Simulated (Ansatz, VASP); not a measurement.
One calculation of Si4W2Cl, two programs

```
Si W Cl
1.0
     3.22929    0.00000    0.00000
     0.00000    3.22929    0.00000
     0.00000    0.00000   21.93730
Si W Cl
4 2 1
Cartesian
  0.0000 0.0000 4.0000
  0.0000 0.0000 6.6029
  1.6146 1.6146 7.8757
  1.6146 1.6146 10.4373
  1.6146 1.6146 5.3015
  0.0000 0.0000 9.1662
  1.6146 1.6146 12.4951
```

Alike in both runs: functional PBE; k mesh 8 × 8 × 1; occupations gaussian, width 0.1 eV; no spin polarisation.

Ansatz relaxed the structure, and its values are those at the end. VASP's run is a single point on that final structure, the one shown.

```csv
,VASP,Ansatz
version,VASP 6.6.1,Ansatz 0.2.0
potentials or method,"VASP PAW PBE potentials, release 64 (Si, W_sv, Cl)","scalar-relativistic, plane waves, PAW"
plane-wave cutoff (eV),520,420
valence electrons in the cell,51,51
```

```tsv
	VASP	Ansatz	Ansatz less VASP
gap on the k mesh at the Fermi level (eV)	none	none	-
rms of the force components (eV/Å)	0.211	0.205	-0.0067
```

A gap of «none» marks a metal or a gap that the smearing closes.

Caveats: an odd number of electrons without spin polarisation forces a metal; a magnetic or distorted state may lie lower. The runs have no spin-orbit coupling, so splittings on W are missing.
